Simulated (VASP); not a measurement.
Data:

```xyz
4
Lattice="4.1695 0.0000 0.0000 -2.0848 3.6109 0.0000 0.0000 0.0000 7.3263" Properties=species:S:1:pos:R:3 pbc="T T T"
Hg     0.0000     0.0000     0.0000
Hg     0.0000     0.0000     3.6632
Te     0.0000     2.4073     1.8316
Te     2.0848     1.2036     5.4947
```

Calculation: PBEsol GGA, VASP's PBE PAW potentials (set 64) (plane waves; VASP). Numerical set-up: 500 eV cut-off, 9×9×4 Γ-centred mesh, first-order Methfessel-Paxton smearing of 0.10 eV, potentials Hg Te.

Energy and stress use the plane-wave basis of the starting cell.

### Question
The ions, cell shape and volume at an external pressure of 5.0 GPa are relaxed. What does this cell relax into?

### Answer

```xyz
4
Lattice="4.0394 0.0000 0.0000 -2.0197 3.4982 0.0000 0.0000 0.0000 7.2416" Properties=species:S:1:pos:R:3 pbc="T T T"
Hg     0.0000     0.0000     7.2416
Hg     0.0000     0.0000     3.6208
Te     0.0000     2.3321     1.8104
Te     2.0197     1.1661     5.4312
```
Space group P6_3/mmc (194), at a tolerance of 0.03 Å.

### Question
How do energy and volume change from the first to the last step?

### Answer
The energy (σ→0) changes by +29.3 meV/atom and the volume by -7.2 %, in 6 ionic steps.

The structure was generated: HgTe was put into the NiAs type type (P6_3/mmc), which need not be its known phase. This run relaxes it under an external pressure of 5 GPa. Symmetry was kept, so distortions that lower it aren't found.
